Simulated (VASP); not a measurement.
# NbAl2N3 (Cmc2_1) in VASP: density of states with PBE

Aim: the density of states of NbAl2N3 with PBE.

Program: VASP 6.6.1. These are calculated values, not measurements. Logs are shortened: lines on timing, memory, paths and dates and some standing lists are left out, and cuts for length are marked.

**1. The crystal as given**

Symmetry: Cmc2_1, No. 36, orthorhombic system. Conventional cell: a = 10.066 Å, b = 5.783 Å, c = 4.643 Å, α = 90.00°, β = 90.00°, γ = 90.00°. Around Al (site symmetry 1) lie 4 N at 1.89 to 1.91 Å. Nb (site symmetry m) has 5 N at 2.11 to 2.39 Å as nearest neighbours. N (site symmetry 1) has 3 Al at 1.89 to 1.91 Å and 1 Nb at 2.11 Å as nearest neighbours. Around N (site symmetry m) lie 2 Al at 1.90 Å and 1 Nb at 2.11 Å.

The cell was built by a generator and needn't be a form met in nature.

**2. Density of states, PBE**

File POSCAR:

```
NbAl2N3
1.0
    5.0331400000     -2.8917400000      0.0000000000
    5.0331400000      2.8917400000      0.0000000000
    0.0000000000      0.0000000000      4.6426900000
Al Nb N
4 2 6
Direct
    0.8274040000      0.5154990000      0.9933240000
    0.5154990000      0.8274040000      0.4933240000
    0.4845010000      0.1725960000      0.9933240000
    0.1725960000      0.4845010000      0.4933240000
    0.8523740000      0.1476260000      0.4362760000
    0.1476260000      0.8523740000      0.9362760000
    0.8408520000      0.5157780000      0.4037260000
    0.4842220000      0.1591480000      0.4037260000
    0.2166790000      0.7833210000      0.4277160000
    0.5157780000      0.8408520000      0.9037260000
    0.1591480000      0.4842220000      0.9037260000
    0.7833210000      0.2166790000      0.9277160000
```

File INCAR.step1:

```
PREC = Accurate
ENCUT = 520
EDIFF = 1E-7
ISMEAR = 0
SIGMA = 0.1
LREAL = False
LASPH = True
NELM = 80
ALGO = Normal
ISIF = 2
LWAVE = False
LCHARG = True
LMAXMIX = 4
GGA = PE
KPAR = 4
```

File KPOINTS.step1:

```
Automatic mesh
0
Gamma
  6 6 6
```

File INCAR.step2:

```
PREC = Accurate
ENCUT = 520
EDIFF = 1E-7
ISMEAR = -5
SIGMA = 0.1
LREAL = False
LASPH = True
NELM = 80
ALGO = Normal
ISIF = 2
LWAVE = False
LCHARG = False
LMAXMIX = 4
GGA = PE
LORBIT = 11
KPAR = 4
NEDOS = 2001
ICHARG = 11
```

File KPOINTS.step2:

```
Automatic mesh
0
Gamma
  9 9 9
```

Potentials or basis: VASP PAW PBE potentials, release 64 (Al, Nb_sv, N).

Run with:

```
$ cat potpaw_PBE.64/Al/POTCAR potpaw_PBE.64/Nb_sv/POTCAR potpaw_PBE.64/N/POTCAR > POTCAR
$ cp INCAR.step1 INCAR
$ cp KPOINTS.step1 KPOINTS
$ mpirun -np 4 vasp_std > vasp.out
$ cp INCAR.step2 INCAR
$ cp KPOINTS.step2 KPOINTS
$ mpirun -np 4 vasp_std > vasp.out
```

OUTCAR:

```text
PREC = Accurate
   ENCUT = 520
   EDIFF = 1E-7
   ISMEAR = -5
   LREAL = False
   LASPH = True
   NELM = 80
   ISIF = 2
   GGA = PE
   LORBIT = 11
   ICHARG = 11

 ion  position               nearest neighbor table
   1  0.827  0.515  0.993-  11 1.89  10 1.89  12 1.90   7 1.91   5 2.92   2 2.94   2 2.94   4 3.01
                             4 3.01   3 3.30   3 3.30
   2  0.515  0.827  0.493-   8 1.89   7 1.89   9 1.90  10 1.91   6 2.92   1 2.94   1 2.94   3 3.01
                             3 3.01   4 3.30   4 3.30
   3  0.485  0.173  0.993-  10 1.89  11 1.89  12 1.90   8 1.91   5 2.92   4 2.94   4 2.94   2 3.01
                             2 3.01   1 3.30   1 3.30
   4  0.173  0.485  0.493-   7 1.89   8 1.89   9 1.90  11 1.91   6 2.92   3 2.94   3 2.94   1 3.01
                             1 3.01   2 3.30   2 3.30
   5  0.852  0.148  0.436-   9 2.11   8 2.11   7 2.11  12 2.32  12 2.39   6 2.88   6 2.88   3 2.92
                             1 2.92
   6  0.148  0.852  0.936-  12 2.11  11 2.11  10 2.11   9 2.32   9 2.39   5 2.88   5 2.88   4 2.92
                             2 2.92
   7  0.841  0.516  0.404-   4 1.89   2 1.89   1 1.91   5 2.11
   8  0.484  0.159  0.404-   2 1.89   4 1.89   3 1.91   5 2.11
   9  0.217  0.783  0.428-   2 1.90   4 1.90   5 2.11   6 2.32   6 2.39
  10  0.516  0.841  0.904-   3 1.89   1 1.89   2 1.91   6 2.11
  11  0.159  0.484  0.904-   1 1.89   3 1.89   4 1.91   6 2.11
  12  0.783  0.217  0.928-   1 1.90   3 1.90   6 2.11   5 2.32   5 2.39

  LATTYP: Found a base centered orthorhombic cell.
 ALAT       =     5.7834800000
 B/A-ratio  =     1.7405230069
 C/A-ratio  =     0.8027502473

  Lattice vectors:

 A1 = (  -5.0331400000,  -2.8917400000,   0.0000000000)
 A2 = (   5.0331400000,  -2.8917400000,   0.0000000000)
 A3 = (   0.0000000000,   0.0000000000,   4.6426900000)

Analysis of symmetry for initial positions (statically):
=====================================================================
 Subroutine PRICEL returns:
 Original cell was already a primitive cell.

 Routine SETGRP: Setting up the symmetry group for a
 base centered orthorhombic supercell.

 Subroutine GETGRP returns: Found  4 space group operations
 (whereof  2 operations were pure point group operations)
 out of a pool of  8 trial point group operations.

The static configuration has the point symmetry C_1h.
 The point group associated with its full space group is C_2v.

Analysis of symmetry for dynamics (positions and initial velocities):
=====================================================================
 Subroutine PRICEL returns:
 Original cell was already a primitive cell.

 Routine SETGRP: Setting up the symmetry group for a
 base centered orthorhombic supercell.

 Subroutine GETGRP returns: Found  4 space group operations
 (whereof  2 operations were pure point group operations)
 out of a pool of  8 trial point group operations.

The dynamic configuration has the point symmetry C_1h.
 The point group associated with its full space group is C_2v.

 Subroutine INISYM returns: Found  4 space group operations
 (whereof  2 operations are pure point group operations),
 and found     1 'primitive' translations

----------------------------------------------------------------------------------------

                                     Primitive cell

  volume of cell :     135.1444

  direct lattice vectors                    reciprocal lattice vectors
     5.033140000 -2.891740000  0.000000000     0.099341564 -0.172906278  0.000000000
     5.033140000  2.891740000  0.000000000     0.099341564  0.172906278  0.000000000
     0.000000000  0.000000000  4.642690000     0.000000000  0.000000000  0.215392370

  length of vectors
     5.804710026  5.804710026  4.642690000     0.199412455  0.199412455  0.215392370

  position of ions in fractional coordinates (direct lattice)
     0.827404000  0.515499000  0.993324000
     0.515499000  0.827404000  0.493324000
     0.484501000  0.172596000  0.993324000
     0.172596000  0.484501000  0.493324000
     0.852374000  0.147626000  0.436276000
     0.147626000  0.852374000  0.936276000
     0.840852000  0.515778000  0.403726000
     0.484222000  0.159148000  0.403726000
     0.216679000  0.783321000  0.427716000
     0.515778000  0.840852000  0.903726000
[... 51 lines left out ...]
  0.333333  0.000000  0.000000      4.000000
  0.444444  0.000000  0.000000      4.000000
  0.111111  0.111111  0.000000      2.000000
[... 16 lines left out ...]
 -0.333333  0.333333  0.000000      2.000000
  0.444444  0.444444  0.000000      2.000000
 [... further k-points ...]
   k-points           NKPTS =    125   k-points in BZ     NKDIM =    125   number of bands    NBANDS=     41
   number of dos      NEDOS =   2001   number of ions     NIONS =     12
   total plane-waves  NPLWV =  82944
   dimension x,y,z NGX =    48 NGY =   48 NGZ =   36
   dimension x,y,z NGXF=    96 NGYF=   96 NGZF=   72
   ions per type =               4   2   6
   NGX,Y,Z   is equivalent  to a cutoff of  13.75, 13.75, 12.89 a.u.
   NGXF,Y,Z  is equivalent  to a cutoff of  27.49, 27.49, 25.78 a.u.
 SYSTEM =  unknown system
   PREC   = accura    normal or accurate (medium, high low for compatibility)
   ISTART =      0    job   : 0-new  1-cont  2-samecut
   ICHARG =     11    charge: 1-file 2-atom 10-const
   ISPIN  =      1    spin polarized calculation?
   LNONCOLLINEAR =      F non collinear calculations
   LSORBIT =      F    spin-orbit coupling
   LASPH  =      T    aspherical Exc in radial PAW
   ENCUT  =  520.0 eV  38.22 Ry    6.18 a.u.  10.79 10.79  8.63*2*pi/ulx,y,z
   NELM   =     80;   NELMIN=  2; NELMDL=  0     # of ELM steps
   EDIFF  = 0.1E-06   stopping-criterion for ELM
   LREAL  =      F    real-space projection
   EDIFFG = 0.1E-05   stopping-criterion for IOM
   NSW    =      0    number of steps for IOM
   IBRION =     -1    ionic relax: 0-MD 1-quasi-New 2-CG
   NFREE  =      0    steps in history (QN), initial steepest desc. (CG)
   ISIF   =      2    stress and relaxation
   ISYM   =      2    0-nonsym 1-usesym 2-fastsym
   POTIM  = 0.5000    time-step for ionic-motion
   TEBEG  =    0.0;   TEEND  =   0.0 temperature during run
   PSTRESS=    0.0 pullay stress
   NELECT =      68.0000    total number of electrons
   NUPDOWN=      -1.0000    fix difference up-down
   EMIN   =  10.00;   EMAX   =-10.00  energy-range for DOS
   EFERMI =   0.00;   METHOD = LEGACY
   ISMEAR =    -5;   SIGMA  =   0.10  broadening in eV -4-tet -1-fermi 0-gaus
   EFERMI_NEDOS =   21; number of points for ismear=-14 and -15
   IALGO  =     38    algorithm
   IMIX   =      4    mixing-type and parameters
     AMIX     =   0.40;   BMIX     =  1.00
     AMIX_MAG =   1.60;   BMIX_MAG =  1.00
  volume/ion in A,a.u.               =      11.26        76.00
  Fermi-wavevector in a.u.,A,eV,Ry     =   1.302102  2.460617 23.068281  1.695471
  Thomas-Fermi vector in A             =   2.433193
   LORBIT       =     11    0 simple, 1 ext, 2 COOP (PROOUT), +10 PAW based schemes
   GGA     = PE    functional components
   LHFCALC =     F    Hartree Fock is set to
   AEXX    =    0.0000 exact exchange contribution
   IVDW    =     0    specifies the selected vdW correction
   LEPSILON=     F    determine dielectric tensor
   LRPA    =     F    only Hartree local field effects (RPA)
 non-spin polarized calculation
 Fermi weights with tetrahedron method with Bloechl corrections
  energy-cutoff  :      520.00
  volume of cell :      135.14
 maximum number of plane-waves:      3665
 NGX is ok and might be reduce to    48

 number of electron      68.0000001 magnetization

 Free energy of the ion-electron system (eV)
  ---------------------------------------------------
  ext. energy  EPLUGINS =         0.00000000
  ---------------------------------------------------
  free energy    TOTEN  =       -97.28036217 eV

  energy without entropy =      -97.28036217  energy(sigma->0) =      -97.28036217

 E-fermi :   9.9138     XC(G=0): -11.3658

 val. band max:        9.9378715930   @ k =  -0.4444   0.3333   0.4444
 cond. band min:       9.9009268416   @ k =   0.2222   0.2222   0.0000
 fundamental gap:     -0.0369447514
 Fermi energy:         9.9138485163

 k-point     1 :       0.0000    0.0000    0.0000
  band No.  band energies     occupation
      1     -46.2916      2.00000
      2     -46.1921      2.00000
      3     -22.5878      2.00000
      4     -22.5527      2.00000
      5     -22.4921      2.00000
      6     -22.4539      2.00000
[... 1045 lines left out ...]
     40      12.3982      0.00000
     41      12.9913      0.00000

 [... further k-points ...]

------------------------ aborting loop because EDIFF is reached ----------------------------------------

  FORCE on cell =-STRESS in cart. coord.  units (eV):
  Direction    XX          YY          ZZ          XY          YZ          ZX
  --------------------------------------------------------------------------------------
  -------------------------------------------------------------------------------------
  Total        1.2892549      0.4104737     -0.1650828      0.0000000      0.0000000      0.0000000
  in kB       15.2845067      4.8662901     -1.9571065      0.0000000      0.0000000      0.0000000
  external PRESSURE =       6.0645635 kB  Pullay stress =       0.0000000 kB

 VOLUME and BASIS-vectors are now :
 -----------------------------------------------------------------------------
  energy-cutoff  :      520.00
  volume of cell :      135.14
      direct lattice vectors                 reciprocal lattice vectors
     5.033140000 -2.891740000  0.000000000     0.099341564 -0.172906278  0.000000000
     5.033140000  2.891740000  0.000000000     0.099341564  0.172906278  0.000000000
     0.000000000  0.000000000  4.642690000     0.000000000  0.000000000  0.215392370

 POSITION                                       TOTAL-FORCE (eV/Angst)
 -----------------------------------------------------------------------------------
      6.75902     -0.90195      4.61170        -0.038032      0.009387      0.009760
      6.75902      0.90195      2.29035        -0.038032     -0.009387      0.009760
      3.30726     -0.90195      4.61170         0.038032      0.009387      0.009760
      3.30726      0.90195      2.29035         0.038032     -0.009387      0.009760
      5.03314     -2.03795      2.02549        -0.000000     -0.057433     -0.013193
      5.03314      2.03795      4.34684        -0.000000      0.057433     -0.013193
      6.82811     -0.94003      1.87437        -0.006594     -0.028208     -0.001862
      3.23817     -0.94003      1.87437         0.006594     -0.028208     -0.001862
      5.03314      1.63858      1.98575        -0.000000      0.008323     -0.002601
      6.82811      0.94003      4.19572        -0.006594      0.028208     -0.001862
      3.23817      0.94003      4.19572         0.006594      0.028208     -0.001862
      5.03314     -1.63858      4.30710        -0.000000     -0.008323     -0.002601
 -----------------------------------------------------------------------------------
    total drift:                                0.000000     -0.000000     -0.004784

  FREE ENERGIE OF THE ION-ELECTRON SYSTEM (eV)
  ---------------------------------------------------
  free  energy   TOTEN  =       -97.2803621713 eV

  energy  without entropy=      -97.2803621713  energy(sigma->0) =      -97.28036217

 total charge

# of ion       s       p       d       tot
------------------------------------------
    1        0.359   0.426   0.000   0.785
    2        0.359   0.426   0.000   0.785
    3        0.359   0.426   0.000   0.785
    4        0.359   0.426   0.000   0.785
    5        2.165   6.029   2.461  10.655
    6        2.165   6.029   2.461  10.655
    7        1.232   2.603   0.000   3.835
    8        1.232   2.603   0.000   3.835
    9        1.231   2.535   0.000   3.765
   10        1.232   2.603   0.000   3.835
   11        1.232   2.603   0.000   3.835
   12        1.231   2.535   0.000   3.765
--------------------------------------------------
tot         13.156  29.243   4.921  47.321
```

It took 4 min on 4 MPI ranks of Intel Xeon Platinum 8488C (Sapphire Rapids), shared host; peak memory 0.65 GiB.

Results:

```
Valence electrons inside the program's atomic spheres : Al 0.79; Nb 10.65; N 3.83, 3.77
```

States per cell in windows of 0.5 eV (zero at the Fermi level; states under -8 eV left out):
| from (eV) | total | Nb5_d | Nb6_d | N9_p | N12_p | N7_p | N8_p |
| --- | --- | --- | --- | --- | --- | --- | --- |
| -8.0 | 2.64 | 0.07 | 0.07 | 0.10 | 0.10 | 0.16 | 0.16 |
| -7.5 | 1.99 | 0.05 | 0.05 | 0.11 | 0.11 | 0.11 | 0.11 |
| -7.0 | 2.65 | 0.09 | 0.09 | 0.20 | 0.20 | 0.13 | 0.13 |
| -6.5 | 2.89 | 0.11 | 0.11 | 0.22 | 0.22 | 0.16 | 0.16 |
| -6.0 | 4.13 | 0.18 | 0.18 | 0.33 | 0.33 | 0.26 | 0.26 |
| -5.5 | 4.27 | 0.19 | 0.19 | 0.36 | 0.36 | 0.28 | 0.28 |
| -5.0 | 5.47 | 0.30 | 0.30 | 0.40 | 0.40 | 0.43 | 0.43 |
| -4.5 | 3.71 | 0.15 | 0.15 | 0.27 | 0.27 | 0.32 | 0.32 |
| -4.0 | 4.48 | 0.13 | 0.13 | 0.28 | 0.28 | 0.45 | 0.45 |
| -3.5 | 0.59 | 0.03 | 0.03 | 0.03 | 0.03 | 0.06 | 0.06 |
| -3.0 | 0.08 | 0.00 | 0.00 | 0.00 | 0.00 | 0.01 | 0.01 |
| -2.5 | 0.09 | 0.03 | 0.03 | 0.00 | 0.00 | 0.00 | 0.00 |
| -2.0 | 0.65 | 0.17 | 0.17 | 0.02 | 0.02 | 0.01 | 0.01 |
| -1.5 | 0.82 | 0.21 | 0.21 | 0.02 | 0.02 | 0.02 | 0.02 |
| -1.0 | 1.35 | 0.34 | 0.34 | 0.02 | 0.02 | 0.03 | 0.03 |
| -0.5 | 1.11 | 0.28 | 0.28 | 0.04 | 0.04 | 0.01 | 0.01 |
| 0.0 | 2.69 | 0.59 | 0.59 | 0.08 | 0.08 | 0.04 | 0.04 |
| 0.5 | 1.73 | 0.43 | 0.43 | 0.02 | 0.02 | 0.03 | 0.03 |
| 1.0 | 2.72 | 0.79 | 0.79 | 0.03 | 0.03 | 0.04 | 0.04 |
| 1.5 | 4.07 | 1.12 | 1.12 | 0.08 | 0.08 | 0.05 | 0.05 |
| 2.0 | 1.21 | 0.31 | 0.31 | 0.02 | 0.02 | 0.02 | 0.02 |
| 2.5 | 0.91 | 0.16 | 0.16 | 0.05 | 0.05 | 0.01 | 0.01 |
| 3.0 | 0.66 | 0.12 | 0.12 | 0.03 | 0.03 | 0.01 | 0.01 |
| 3.5 | 0.08 | 0.01 | 0.01 | 0.00 | 0.00 | 0.00 | 0.00 |
| 4.0 | 0.00 | 0.00 | 0.00 | 0.00 | 0.00 | 0.00 | 0.00 |
| 4.5 | 0.00 | 0.00 | 0.00 | 0.00 | 0.00 | 0.00 | 0.00 |
| 5.0 | 0.00 | 0.00 | 0.00 | 0.00 | 0.00 | 0.00 | 0.00 |
| 5.5 | 0.00 | 0.00 | 0.00 | 0.00 | 0.00 | 0.00 | 0.00 |

Caveat: tetrahedron occupations give inexact forces and stress in metals.
